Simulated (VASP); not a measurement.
The system is Ta3Si3N.

```
Ta Si N
1.0
     2.55242    1.47364    4.93550
    -2.55242    1.47364    4.93550
     0.00000   -2.94728    4.93550
Ta Si N
3 3 1
Direct
  0.50000 0.50000 0.00000
  0.00000 0.50000 0.50000
  0.50000 0.00000 0.50000
  0.00000 0.00000 0.50000
  0.50000 0.00000 0.00000
  0.00000 0.50000 0.00000
  0.50000 0.50000 0.50000
```

The cell was built by a generator and needn't be a form met in nature.

```yaml
Program: VASP 6.6.1
Task: relaxation of cell and atoms
Functional: PBE
Potentials_or_basis: VASP PAW PBE potentials, release 64 (Ta_pv, Si, N)
Cutoff: 520 eV
k_mesh: 3 × 3 × 3
Occupations: gaussian, width 0.15 eV
Spin: no spin polarisation
```

At the start: pressure 6.2 GPa; volume 15.91 Å³/atom.

Task: Where does the relaxation end?

Result: Over 18 steps the energy falls by 709.6 meV/atom and the volume is 16.68 Å³/atom (+4.8 %); space group R-3m (No. 166, to 0.05 Å).

Step by step:
```tsv
step	energy change (eV)	largest force (eV/Å)	pressure (GPa)	volume (Å³)
1	0.0000	0.0000	6.19	111.38
2	-2.7614	0.0000	-9.09	119.80
3	-2.9658	0.0000	-10.17	121.42
4	-3.0457	0.0000	14.90	104.61
5	-3.3552	0.0000	0.80	112.55
6	-3.3680	0.0000	0.34	113.01
7	-3.4391	0.0000	-0.66	114.34
8	-3.7235	0.0000	-2.40	116.65
9	-4.1710	0.0000	-3.81	119.87
10	-4.1313	0.0000	-3.46	119.68
11	-4.3579	0.0000	-4.12	120.54
12	-4.8722	0.0000	-4.87	120.93
13	-4.8890	0.0000	-4.89	120.97
14	-4.8975	0.0000	-5.15	121.10
15	-4.9044	0.0000	-4.96	120.90
16	-4.9221	0.0000	-4.36	120.30
17	-4.9489	0.0000	-2.81	119.11
18	-4.9674	0.0000	0.42	116.75
```

Final structure:
```
Ta Si N
1.0
     3.43196    1.98145    2.86145
    -3.43196    1.98145    2.86145
     0.00000   -3.96289    2.86145
Ta Si N
3 3 1
Direct
  0.50000 0.50000 0.00000
  0.00000 0.50000 0.50000
  0.50000 0.00000 0.50000
  0.00000 0.00000 0.50000
  0.50000 0.00000 0.00000
  0.00000 0.50000 0.00000
  0.50000 0.50000 0.50000
```

Caveat: the k mesh is coarse (spacing up to 0.49 Å⁻¹), so the values aren't converged.
